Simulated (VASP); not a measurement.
Level of theory: r2SCAN meta-GGA, VASP's PBE PAW potentials (set 64) (plane waves; VASP).

The input files of a VASP run:

### INCAR
```
! general
SYSTEM =W
PREC   =Accurate
ENCUT  =520
LREAL  =.False.
LASPH  =.True.

! electronic loop
EDIFF  =1E-7
NELM   =100
ALGO   =Normal
LMAXMIX=6
LMIXTAU=.True.

! smearing
ISMEAR =1
SIGMA  =0.1

! functional
METAGGA=R2SCAN

! ions
ISIF   =2

! output
LWAVE  =.False.
LCHARG =.False.
```

### KPOINTS
```
Automatic mesh
0
Gamma
16 16 16
0 0 0
```

**POSCAR**
```
W
1
   -1.6174642818     1.6174642818     1.6174642818
    1.6174642818    -1.6174642818     1.6174642818
    1.6174642818     1.6174642818    -1.6174642818
W
1
Direct
  0.0000000000   0.0000000000   0.0000000000
```

POTCAR, in this order: W_sv (PBE.64 set). Program: vasp_std.

**Question.** What will the output report for the number of irreducible k-points (NKPTS), largest plane-wave count, number of space-group operations, FFT grid (NGX, NGY, NGZ)?

**Answer.** 
The number of irreducible k-points (NKPTS) is 145, the largest plane-wave count is 469 and the number of space-group operations is 48. The FFT grid (NGX, NGY, NGZ) is 24 × 24 × 24.

The compound is W in the bcc structure. This cell is one point of a volume scan, at 1.06 of the reference volume.
